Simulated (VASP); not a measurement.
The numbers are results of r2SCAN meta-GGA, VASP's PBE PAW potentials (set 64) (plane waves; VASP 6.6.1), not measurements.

VASP input:

File POSCAR:
```
Bi
1
    4.3156089100    -2.2676953785     0.0542104944
    4.3156089100     2.2676953785     0.0542104944
    3.0771950395     0.0000000000     3.7816308515
Bi
2
Direct
  0.2313732595   0.2313732595   0.2313732595
  0.7686267405   0.7686267405   0.7686267405
```

INCAR:
```
# general
SYSTEM   =  Bi
PREC     =  Accurate
ENCUT    =  400   # plane-wave cut-off (eV)
LREAL    =  .FALSE.
LASPH    =  .TRUE.   # aspherical one-centre terms

# electronic loop
EDIFF    =  1E-7   # SCF stop (eV)
NELM     =  100   # most electronic steps
ALGO     =  Normal
LMAXMIX  =  4
LMIXTAU  =  .TRUE.

# smearing
ISMEAR   =  -5   # tetrahedra, Bloechl

# functional
METAGGA  =  R2SCAN

# ions
ISIF     =  2   # forces and stress, cell fixed

# output
LWAVE    =  .FALSE.
LCHARG   =  .FALSE.
LORBIT   =  11   # lm-projected
NEDOS    =  601
```

KPOINTS_OPT:
```
k-points along high-symmetry lines
8
Line-mode
Reciprocal
  0.000000   0.000000   0.000000 ! GAMMA
 -0.500000  -0.500000  -0.500000 ! T

 -0.500000  -0.500000  -0.500000 ! T
 -0.240257  -0.759743  -0.500000 ! H_2

  0.240257  -0.500000  -0.240257 ! H_0
 -0.000000  -0.500000   0.000000 ! L

 -0.000000  -0.500000   0.000000 ! L
  0.000000   0.000000   0.000000 ! GAMMA

  0.000000   0.000000   0.000000 ! GAMMA
  0.370129  -0.370129   0.000000 ! S_0

 -0.000000  -0.629871  -0.370129 ! S_2
  0.000000  -0.500000  -0.500000 ! F

  0.000000  -0.500000  -0.500000 ! F
  0.000000   0.000000   0.000000 ! GAMMA
```

**KPOINTS**
```
Automatic mesh
0
Gamma
8 8 8
0 0 0
```

POTCAR, in this order: Bi_d (PBE.64 set). Program: vasp_std.

The resulting files:

**OSZICAR**
```
       N       E                     dE             d eps       ncg     rms          rms(c)
DAV:   1     0.168098124730E+03    0.16810E+03   -0.14957E+04  2473   0.162E+03
DAV:   2    -0.100839415171E+03   -0.26894E+03   -0.26525E+03  2488   0.428E+02
DAV:   3    -0.123086790956E+03   -0.22247E+02   -0.21999E+02  2871   0.152E+02
DAV:   4    -0.123860365011E+03   -0.77357E+00   -0.77250E+00  2855   0.314E+01
DAV:   5    -0.123896082169E+03   -0.35717E-01   -0.35727E-01  3285   0.574E+00    0.148E+00
DAV:   6    -0.117803824197E+03    0.60923E+01   -0.21119E+00  2692   0.259E+01    0.102E+00
DAV:   7    -0.116846260484E+03    0.95756E+00   -0.17752E-01  2482   0.537E+00    0.623E-01
DAV:   8    -0.117461972565E+03   -0.61571E+00   -0.17271E-01  2470   0.328E+00    0.140E-01
DAV:   9    -0.116887703643E+03    0.57427E+00   -0.13153E-01  2470   0.346E+00    0.118E-01
DAV:  10    -0.117003540883E+03   -0.11584E+00   -0.70447E-02  2470   0.204E+00    0.111E-01
DAV:  11    -0.117000242624E+03    0.32983E-02   -0.45189E-03  2661   0.754E-01    0.684E-02
DAV:  12    -0.117007807219E+03   -0.75646E-02   -0.44187E-03  2476   0.606E-01    0.322E-02
DAV:  13    -0.117008439459E+03   -0.63224E-03   -0.17203E-03  2509   0.387E-01    0.387E-02
DAV:  14    -0.117008222934E+03    0.21653E-03   -0.35847E-04  2485   0.182E-01    0.177E-02
DAV:  15    -0.117009441426E+03   -0.12185E-02   -0.28136E-04  2479   0.204E-01    0.487E-03
DAV:  16    -0.117009671192E+03   -0.22977E-03   -0.67486E-05  2518   0.822E-02    0.256E-03
DAV:  17    -0.117009665589E+03    0.56034E-05   -0.58629E-06  2674   0.262E-02    0.294E-03
DAV:  18    -0.117009694732E+03   -0.29143E-04   -0.12405E-05  2476   0.331E-02    0.216E-03
DAV:  19    -0.117009698026E+03   -0.32942E-05   -0.22060E-06  2533   0.146E-02    0.594E-04
DAV:  20    -0.117009698312E+03   -0.28561E-06   -0.10782E-07  2179   0.350E-03    0.438E-04
DAV:  21    -0.117009698353E+03   -0.41546E-07   -0.13377E-07  1954   0.293E-03
   1 F= -.11700970E+03 E0= -.11700970E+03  d E =0.000000E+00
       N       E                     dE             ncg
```

### OUTCAR
```
------------------------ aborting loop because EDIFF is reached ----------------------------------------
  FORCE on cell =-STRESS in cart. coord.  units (eV):
  Direction    XX          YY          ZZ          XY          YZ          ZX
  --------------------------------------------------------------------------------------
  Total        0.0538995      0.0319196      0.0343459      0.0000000      0.0000000      0.0073027
  in kB        1.1787503      0.6980618      0.7511233      0.0000000      0.0000000      0.1597058
  external PRESSURE =       0.8759785 kB  Pullay stress =       0.0000000 kB
  volume of cell :       73.26
      direct lattice vectors                 reciprocal lattice vectors
     4.315608910 -2.267695379  0.054210494     0.117054990 -0.220488168 -0.095250184
     4.315608910  2.267695379  0.054210494     0.117054990  0.220488168 -0.095250184
     3.077195039  0.000000000  3.781630852    -0.003356017  0.000000000  0.267167040
 POSITION                                       TOTAL-FORCE (eV/Angst)
 -----------------------------------------------------------------------------------
      2.70901      0.00000      0.90005         0.037545      0.000000      0.012474
      8.99940      0.00000      2.99000        -0.037545      0.000000     -0.012474
 -----------------------------------------------------------------------------------
    total drift:                               -0.000000     -0.000000     -0.000000
  FREE ENERGIE OF THE ION-ELECTRON SYSTEM (eV)
  ---------------------------------------------------
  free  energy   TOTEN  =      -117.0096983532 eV

  energy  without entropy=     -117.0096983532  energy(sigma->0) =     -117.00969835

 total charge

# of ion       s       p       d       tot
------------------------------------------
    1        1.491   1.379   9.897  12.767
    2        1.491   1.379   9.897  12.767
--------------------------------------------------
tot          2.982   2.758  19.795  25.535
```
(Selected blocks of OUTCAR.)

File OUTCAR:
```
 val. band max:        5.8342684653   @ k =   0.3750   0.2500   0.2500

 cond. band min:       5.7481054955   @ k =   0.5000   0.0000   0.0000


 Fermi energy:         5.8098869840

 k-point     1 :       0.0000    0.0000    0.0000
  band No.  band energies     occupation
      1     -17.7784      2.00000
      2     -17.7784      2.00000
      3     -17.6224      2.00000
      4     -17.6224      2.00000
      5     -17.5994      2.00000
      6     -17.4286      2.00000
      7     -17.4176      2.00000
      8     -17.4176      2.00000
      9     -17.2951      2.00000
     10     -17.2951      2.00000
     11      -7.6852      2.00000
     12      -1.9592      2.00000
     13       4.1179      2.00000
     14       4.5996      2.00000
     15       4.5996      2.00000
     16       8.1441      0.00000
     17       8.7553      0.00000
     18       8.7553      0.00000
     19      11.9966      0.00000

 k-point     2 :       0.1250    0.0000    0.0000
  band No.  band energies     occupation
      1     -17.7689      2.00000
      2     -17.7640      2.00000
      3     -17.6183      2.00000
      4     -17.6133      2.00000
      5     -17.5921      2.00000
      6     -17.4362      2.00000
      7     -17.4251      2.00000
      8     -17.4213      2.00000
      9     -17.3109      2.00000
     10     -17.3049      2.00000
     11      -7.5343      2.00000
     12      -2.2849      2.00000
     13       4.1963      2.00000
     14       4.5279      2.00000
     15       4.5537      2.00000
     16       7.9718      0.00000
     17       8.2400      0.00000
     18       8.4897      0.00000
     19      11.4088      0.00000

 k-point     3 :       0.2500    0.0000    0.0000
  band No.  band energies     occupation
      1     -17.7440      2.00000
      2     -17.7231      2.00000
      3     -17.6095      2.00000
      4     -17.5880      2.00000
      5     -17.5693      2.00000
      6     -17.4619      2.00000
      7     -17.4465      2.00000
...
```

For a metal the tetrahedron method with Blöchl corrections gives inexact stress and forces. Unless said otherwise, spin-orbit coupling is left out, though it shifts the bands of the heavy elements here.

The compound is Bi in the a7 structure. It was relaxed first.
